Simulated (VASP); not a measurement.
**BAs (space group F-43m): computed properties**

Method: SCAN meta-GGA, VASP's PBE PAW potentials (set 64) (plane waves; VASP 6.6.1).

For BAs, the space group is F-43m (216), the cell is a = b = c = 4.778 Å, α = β = γ = 90.00° and the volume per atom comes out as 13.64 Å³/atom. The band gap (over mesh and band path) comes out as 1.42 eV and the smallest direct gap (over mesh and band path) is 3.58 eV. The Hill bulk modulus comes out as 146 GPa and the Hill shear modulus comes out as 138 GPa. The Poisson's ratio is 0.140 and the band-edge character without spin-orbit coupling is indirect, Γ to Γ-X at 0.78. The band gap with spin-orbit coupling is 1.37 eV, the density is 5.22 g/cm³ and the mean ε∞ (independent particles) is 9.17. The optical Γ-point spectrum is 705 (×3) cm⁻¹. The C11 comes out as 294 GPa and the C12 is 71.5 GPa. The C44 is 159 GPa.

```
CELL_PARAMETERS angstrom
      0.00000     2.38921     2.38921
      2.38921     0.00000     2.38921
      2.38921     2.38921     0.00000
ATOMIC_POSITIONS crystal
  B  0.00000 0.00000 0.00000
  As 0.25000 0.25000 0.25000
```

The structure comes from a measured BAs entry (F-43m) of the Crystallography Open Database, whose conditions weren't checked. It was relaxed first. Symmetry was kept, so distortions that lower it aren't found.
